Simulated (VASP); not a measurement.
# SnAs (Fm-3m) in VASP: band structure with LDA

Aim: the band structure of SnAs with LDA.

Everything below comes from runs of VASP 6.6.1. Logs are shortened: lines on timing, memory, paths and dates and some standing lists are left out, and cuts for length are marked.

**1. Starting point**

Symmetry: Fm-3m, No. 225, cubic system. Conventional cell: a = 5.661 Å, b = 5.661 Å, c = 5.661 Å, α = 90.00°, β = 90.00°, γ = 90.00°. Sn (site symmetry m-3m) has 6 As at 2.83 Å as nearest neighbours. Around As (site symmetry m-3m) lie 6 Sn at 2.83 Å.

**2. Band structure, LDA**

POSCAR reads:

```
SnAs                                    
1.0
    0.0000000000      2.8305873588      2.8305873588
    2.8305873588     -0.0000000000      2.8305873588
    2.8305873588      2.8305873588      0.0000000000
  Sn              As            
     1     1
Direct
     0.0000000000000000    0.0000000000000000    0.0000000000000000
     0.5000000000000000    0.5000000000000000    0.5000000000000000
```

INCAR.step1 reads:

```
PREC = Accurate
ENCUT = 350
EDIFF = 1E-7
ISMEAR = 0
SIGMA = 0.02
LREAL = False
LASPH = True
NELM = 60
ALGO = Normal
ISIF = 2
LWAVE = False
LCHARG = True
```

KPOINTS.step1 reads:

```
Automatic mesh
0
Gamma
  6 6 6
```

INCAR.step2 reads:

```
PREC = Accurate
ENCUT = 350
EDIFF = 1E-7
ISMEAR = 0
SIGMA = 0.05
LREAL = False
LASPH = True
NELM = 60
ALGO = Normal
ISIF = 2
LWAVE = False
LCHARG = False
ICHARG = 11
```

KPOINTS.step2 reads:

```
path GXWKGLUWLK,UX
20
line-mode
reciprocal
 0.0000000000  0.0000000000  0.0000000000  G
 0.5000000000  0.0000000000  0.5000000000  X

 0.5000000000  0.0000000000  0.5000000000  X
 0.5000000000  0.2500000000  0.7500000000  W

 0.5000000000  0.2500000000  0.7500000000  W
 0.3750000000  0.3750000000  0.7500000000  K

 0.3750000000  0.3750000000  0.7500000000  K
 0.0000000000  0.0000000000  0.0000000000  G

 0.0000000000  0.0000000000  0.0000000000  G
 0.5000000000  0.5000000000  0.5000000000  L

 0.5000000000  0.5000000000  0.5000000000  L
 0.6250000000  0.2500000000  0.6250000000  U

 0.6250000000  0.2500000000  0.6250000000  U
 0.5000000000  0.2500000000  0.7500000000  W

 0.5000000000  0.2500000000  0.7500000000  W
 0.5000000000  0.5000000000  0.5000000000  L

 0.5000000000  0.5000000000  0.5000000000  L
 0.3750000000  0.3750000000  0.7500000000  K

 0.6250000000  0.2500000000  0.6250000000  U
 0.5000000000  0.0000000000  0.5000000000  X
```

Potentials or basis: VASP PAW LDA potentials, release 64 (Sn_d, As).

On the command line:

```
> cat potpaw_LDA.64/Sn_d/POTCAR potpaw_LDA.64/As/POTCAR > POTCAR
> cp INCAR.step1 INCAR
> cp KPOINTS.step1 KPOINTS
> mpirun -np 1 vasp_std > vasp.out
> cp INCAR.step2 INCAR
> cp KPOINTS.step2 KPOINTS
> mpirun -np 1 vasp_std > vasp.out
```

OUTCAR:

```text
PREC = Accurate
   ENCUT = 350
   EDIFF = 1E-7
   ISMEAR = 0
   LREAL = False
   LASPH = True
   NELM = 60
   ISIF = 2
   ICHARG = 11

 ion  position               nearest neighbor table
   1  0.000  0.000  0.000-   2 2.83   2 2.83   2 2.83   2 2.83   2 2.83   2 2.83
   2  0.500  0.500  0.500-   1 2.83   1 2.83   1 2.83   1 2.83   1 2.83   1 2.83

  LATTYP: Found a face centered cubic cell.
 ALAT       =     5.6611747176

  Lattice vectors:

 A1 = (   0.0000000000,   2.8305873588,   2.8305873588)
 A2 = (   2.8305873588,   0.0000000000,   2.8305873588)
 A3 = (   2.8305873588,   2.8305873588,   0.0000000000)

Analysis of symmetry for initial positions (statically):
=====================================================================
 Subroutine PRICEL returns:
 Original cell was already a primitive cell.

 Routine SETGRP: Setting up the symmetry group for a
 face centered cubic supercell.

 Subroutine GETGRP returns: Found 48 space group operations
 (whereof 48 operations were pure point group operations)
 out of a pool of 48 trial point group operations.

The static configuration has the point symmetry O_h .

Analysis of symmetry for dynamics (positions and initial velocities):
=====================================================================
 Subroutine PRICEL returns:
 Original cell was already a primitive cell.

 Routine SETGRP: Setting up the symmetry group for a
 face centered cubic supercell.

 Subroutine GETGRP returns: Found 48 space group operations
 (whereof 48 operations were pure point group operations)
 out of a pool of 48 trial point group operations.

The dynamic configuration has the point symmetry O_h .

 Subroutine INISYM returns: Found 48 space group operations
 (whereof 48 operations are pure point group operations),
 and found     1 'primitive' translations

----------------------------------------------------------------------------------------

                                     Primitive cell

  volume of cell :      45.3586

  direct lattice vectors                    reciprocal lattice vectors
     0.000000000  2.830587359  2.830587359    -0.176641784  0.176641784  0.176641784
     2.830587359  0.000000000  2.830587359     0.176641784 -0.176641784  0.176641784
     2.830587359  2.830587359  0.000000000     0.176641784  0.176641784 -0.176641784

  length of vectors
     4.003055032  4.003055032  4.003055032     0.305952544  0.305952544  0.305952544

  position of ions in fractional coordinates (direct lattice)
[... 82 lines left out ...]
   TEBEG  =    0.0;   TEEND  =   0.0 temperature during run
   PSTRESS=    0.0 pullay stress
   NELECT =      19.0000    total number of electrons
   NUPDOWN=      -1.0000    fix difference up-down
   EMIN   =  10.00;   EMAX   =-10.00  energy-range for DOS
   EFERMI =   0.00;   METHOD = LEGACY
   ISMEAR =     0;   SIGMA  =   0.05  broadening in eV -4-tet -1-fermi 0-gaus
   EFERMI_NEDOS =   21; number of points for ismear=-14 and -15
   IALGO  =     38    algorithm
   IMIX   =      4    mixing-type and parameters
     AMIX     =   0.40;   BMIX     =  1.00
     AMIX_MAG =   1.60;   BMIX_MAG =  1.00
  volume/ion in A,a.u.               =      22.68       153.05
  Fermi-wavevector in a.u.,A,eV,Ry     =   1.224916  2.314755 20.414427  1.500418
  Thomas-Fermi vector in A             =   2.359973
   LORBIT       =      0    0 simple, 1 ext, 2 COOP (PROOUT), +10 PAW based schemes
   GGA     = CA    functional components
   LHFCALC =     F    Hartree Fock is set to
   AEXX    =    0.0000 exact exchange contribution
   IVDW    =     0    specifies the selected vdW correction
   LEPSILON=     F    determine dielectric tensor
   LRPA    =     F    only Hartree local field effects (RPA)
 non-spin polarized calculation
 Gauss-broadening in eV      SIGMA  =   0.05
  energy-cutoff  :      350.00
  volume of cell :       45.36
 maximum number of plane-waves:       692

 number of electron      19.0000005 magnetization

 Free energy of the ion-electron system (eV)
  ---------------------------------------------------
  ext. energy  EPLUGINS =         0.00000000
  ---------------------------------------------------
  free energy    TOTEN  =       -11.19421489 eV

  energy without entropy =      -11.19367066  energy(sigma->0) =      -11.19394277

 E-fermi :   6.9037     XC(G=0): -10.6869

 val. band max:        6.8958936956   @ k =   0.1579   0.1579   0.3158
 cond. band min:       6.9463427810   @ k =   0.1776   0.1776   0.3553
 fundamental gap:      0.0504490854
 Fermi energy:         6.9037055233

 k-point     1 :       0.0000    0.0000    0.0000
  band No.  band energies     occupation
      1     -14.1706      2.00000
      2     -14.1706      2.00000
      3     -14.1507      2.00000
      4     -14.1507      2.00000
      5     -14.1507      2.00000
      6      -6.1443      2.00000
      7       4.7544      2.00000
      8       6.1706      2.00000
      9       6.1706      2.00000
     10       6.1706      2.00000
     11      12.8622      0.00000
     12      12.8624      0.00000
     13      12.8633      0.00000
[... 354 lines left out ...]
  band No.  band energies     occupation
      1     -14.2292      2.00000
      2     -14.1656      2.00000
      3     -14.1554      2.00000
      4     -14.1143      2.00000
      5     -14.1135      2.00000
      6      -3.3456      2.00000
      7       1.3067      2.00000
      8       1.5344      2.00000
      9       3.8185      2.00000
     10       4.1378      2.00000
     11      10.1113      0.00000
     12      14.6408      0.00000
     13      15.0312      0.00000

 [... further k-points ...]

------------------------ aborting loop because EDIFF is reached ----------------------------------------

  FORCE on cell =-STRESS in cart. coord.  units (eV):
  Direction    XX          YY          ZZ          XY          YZ          ZX
  --------------------------------------------------------------------------------------
  -------------------------------------------------------------------------------------
  Total       -0.7300209     -0.7300209     -0.7300209     -0.0000000     -0.0000000      0.0000000
  in kB      -25.7861325    -25.7861325    -25.7861325     -0.0000000     -0.0000000      0.0000000
  external PRESSURE =     -25.7861325 kB  Pullay stress =       0.0000000 kB

 VOLUME and BASIS-vectors are now :
 -----------------------------------------------------------------------------
  energy-cutoff  :      350.00
  volume of cell :       45.36
      direct lattice vectors                 reciprocal lattice vectors
     0.000000000  2.830587359  2.830587359    -0.176641784  0.176641784  0.176641784
     2.830587359  0.000000000  2.830587359     0.176641784 -0.176641784  0.176641784
     2.830587359  2.830587359  0.000000000     0.176641784  0.176641784 -0.176641784

 POSITION                                       TOTAL-FORCE (eV/Angst)
 -----------------------------------------------------------------------------------
      0.00000      0.00000      0.00000         0.000000      0.000000      0.000000
      2.83059      2.83059      2.83059         0.000000      0.000000     -0.000000
 -----------------------------------------------------------------------------------
    total drift:                                0.000000     -0.000000     -0.000000

  FREE ENERGIE OF THE ION-ELECTRON SYSTEM (eV)
  ---------------------------------------------------
  free  energy   TOTEN  =       -11.1942148872 eV

  energy  without entropy=      -11.1936706613  energy(sigma->0) =      -11.19394277
```

OSZICAR.step1:

```text
N       E                     dE             d eps       ncg     rms          rms(c)
DAV:   1     0.100340686413E+03    0.10034E+03   -0.76302E+03   431   0.141E+03
DAV:   2    -0.191542558774E+01   -0.10226E+03   -0.10065E+03   431   0.345E+02
DAV:   3    -0.995696229852E+01   -0.80415E+01   -0.79842E+01   526   0.926E+01
DAV:   4    -0.101338510754E+02   -0.17689E+00   -0.17680E+00   489   0.150E+01
DAV:   5    -0.101391508435E+02   -0.52998E-02   -0.52996E-02   579   0.237E+00    0.294E+00
DAV:   6    -0.100327816915E+02    0.10637E+00   -0.20420E-01   570   0.500E+00    0.174E+00
DAV:   7    -0.100196470474E+02    0.13135E-01   -0.51405E-02   557   0.181E+00    0.530E-01
DAV:   8    -0.100179029995E+02    0.17440E-02   -0.45755E-03   501   0.857E-01    0.689E-02
DAV:   9    -0.100178479153E+02    0.55084E-04   -0.35446E-04   506   0.242E-01    0.631E-02
DAV:  10    -0.100178496862E+02   -0.17708E-05   -0.27412E-05   486   0.464E-02    0.303E-02
DAV:  11    -0.100178481563E+02    0.15299E-05   -0.72425E-06   571   0.299E-02    0.863E-03
DAV:  12    -0.100178482108E+02   -0.54473E-07   -0.12841E-06   496   0.158E-02    0.265E-03
DAV:  13    -0.100178481998E+02    0.10951E-07   -0.33249E-08   268   0.195E-03
   1 F= -.10017848E+02 E0= -.10017607E+02  d E =-.481816E-03
```

Wall time 35 s (1 thread of AMD EPYC 7R13 (Zen 3), shared host); peak memory 0.15 GiB.

Results:

* Band gap along the path: none (metal or under the smearing width)

Levels at the corners of the path, in eV from the Fermi level:
```csv
point,band 7,band 8,band 9,band 10,band 11,band 12,band 13
Γ,-2.33,-0.91,-0.91,-0.91,5.78,5.78,5.78
X,-5.80,-5.37,-3.20,-3.20,2.92,7.91,7.91
X,-5.80,-5.37,-3.20,-3.20,2.92,7.91,7.91
W,-6.99,-4.78,-4.78,1.19,2.42,6.25,6.25
W,-6.99,-4.78,-4.78,1.19,2.42,6.25,6.25
K,-7.13,-5.26,-2.54,-1.62,4.79,5.37,6.51
K,-7.13,-5.26,-2.54,-1.62,4.79,5.37,6.51
Γ,-2.33,-0.91,-0.91,-0.91,5.78,5.78,5.78
Γ,-2.33,-0.91,-0.91,-0.91,5.78,5.78,5.78
L,-8.47,-0.40,-0.40,1.09,1.56,1.56,2.72
L,-8.47,-0.40,-0.40,1.09,1.56,1.56,2.72
U,-7.13,-5.26,-2.54,-1.62,4.79,5.37,6.51
U,-7.13,-5.26,-2.54,-1.62,4.79,5.37,6.51
W,-6.99,-4.78,-4.78,1.19,2.42,6.25,6.25
W,-6.99,-4.78,-4.78,1.19,2.42,6.25,6.25
L,-8.47,-0.40,-0.40,1.09,1.56,1.56,2.72
L,-8.47,-0.40,-0.40,1.09,1.56,1.56,2.72
K,-7.13,-5.26,-2.54,-1.62,4.79,5.37,6.51
U,-7.13,-5.26,-2.54,-1.62,4.79,5.37,6.51
X,-5.80,-5.37,-3.20,-3.20,2.92,7.91,7.91
```

Caveat: the log is that of the step along the path at fixed density, whose energy, stress, charges and moments have no meaning; spin-orbit coupling is left out, which moves the levels of the heavy elements.
